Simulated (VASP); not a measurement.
CuCl (zinc blende): the lattice constant a from VASP (plane waves, PAW) at several levels of theory. Static lattice.

```json
[
 {"level": "LDA", "lattice constant a (Å)": "5.217"},
 {"level": "PBE", "lattice constant a (Å)": "5.430"},
 {"level": "PBEsol", "lattice constant a (Å)": "5.299"},
 {"level": "HSE06", "lattice constant a (Å)": "5.446"},
 {"level": "PBE0", "lattice constant a (Å)": "5.441"}
]
```

The cell of the LDA run:

```
CELL_PARAMETERS angstrom
      0.00000     2.60828     2.60828
      2.60828     0.00000     2.60828
      2.60828     2.60828     0.00000
ATOMIC_POSITIONS crystal
  Cu 0.00000 0.00000 0.00000
  Cl 0.25000 0.25000 0.25000
```

Only levels that ran to the end are used. Left out are those held back, those with too coarse a band path, GW runs whose mesh misses a band edge, hybrids' fits of cells that aren't cubic and levels without matching references; a question may draw on a part of the rest.

The compound is CuCl in the zinc blende structure.
